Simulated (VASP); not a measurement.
Consider the following.

```
CELL_PARAMETERS angstrom
      2.89625     0.00000     0.00000
      0.00000     2.89625     0.00000
      0.00000     0.00000     2.89625
ATOMIC_POSITIONS crystal
  Be 0.00000 0.00000 0.00000
  S  0.50000 0.50000 0.50000
```

Method: PBEsol GGA, VASP's PBE PAW potentials (set 64) (plane waves; VASP). Numerical set-up: 400 eV cut-off, Gaussian smearing of 0.050 eV, potentials Be S.

Question: Give the energies of bands 2 to 7 at the high-symmetry points, in eV from the Fermi level.

Answer: 
```
band      Γ      X      M      R
----  -----  -----  -----  -----
2     -1.57  -8.82  -7.00  -4.49
3     -1.57   0.27  -7.00  -4.49
4     -1.57   0.27  -1.69  -4.49
5      2.17   3.86   1.34  -0.57
6      5.03   5.45   8.12  -0.57
7      5.03   5.45   8.12  -0.57
```

It has no gap at this level: it comes out as a metal or semimetal.

The structure was generated: BeS was put into the CsCl type type (Pm-3m), which need not be its known phase. It was relaxed first, which changed the volume by +36 %.
